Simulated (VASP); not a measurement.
C:

```
C
1.0
     2.46100    0.00000    0.00000
    -1.23050    2.13129    0.00000
     0.00000    0.00000    7.37880
C
4
Direct
  0.00000 0.00000 0.25000
  0.33333 0.66667 0.25000
  0.00000 0.00000 0.75000
  0.66667 0.33333 0.75000
```

The cell was built by a generator and needn't be a form met in nature.

Base run:

| Item | Value |
| --- | --- |
| Program | VASP 6.6.1 |
| Functional | r2SCAN |
| Dispersion | rVV10 |
| Potentials or basis | VASP PAW PBE potentials, release 64 (C) |
| Cutoff | 520 eV |
| k mesh | 16 × 16 × 4 |
| Occupations | fermi-dirac, width 0.05 eV |
| Spin | no spin polarisation |

Its results: band gap on the k mesh 0.88 eV, direct; pressure -1.7 GPa.

**Question.** The run is repeated on the same cell with these changes: functional from r2SCAN to SCAN. What comes out?

**Answer.** Band gap on the k mesh 0.87 eV, direct; pressure -3.1 GPa.

Caveats: the PAW data sets were made with another functional, which shifts forces and pressure a little.

A k mesh can miss the band edges.

Not every run made on this cell is shown here.
